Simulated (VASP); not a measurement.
Data:

```
MgSe
1.0
    0.00000     2.71854     2.71854
    2.71854     0.00000     2.71854
    2.71854     2.71854     0.00000
Mg Se
1 1
Direct
  0.00000   0.00000   0.00000
  0.50000   0.50000   0.50000
```

The numbers are results of LDA (Ceperley-Alder, Perdew-Zunger), VASP's LDA PAW potentials (set 64) (plane waves; VASP), not measurements. Numerical set-up: 520 eV cut-off, 9×9×9 Γ-centred mesh, Gaussian smearing of 0.050 eV, potentials Mg Se.

Question: The job: MgSe (rock salt), 2 atoms, LDA, static run, 520 eV, 9×9×9 Γ-centred mesh. Roughly how much core time does it take on a busy server core?

Answer: About 8 core-seconds (one run on a shared machine, a rough figure). It had 35 irreducible k-points, 8 bands, up to 1092 plane waves and 12 electronic steps.

The compound is MgSe in the rock salt structure. This cell is one point of a volume scan, at 1.03 of the reference volume.
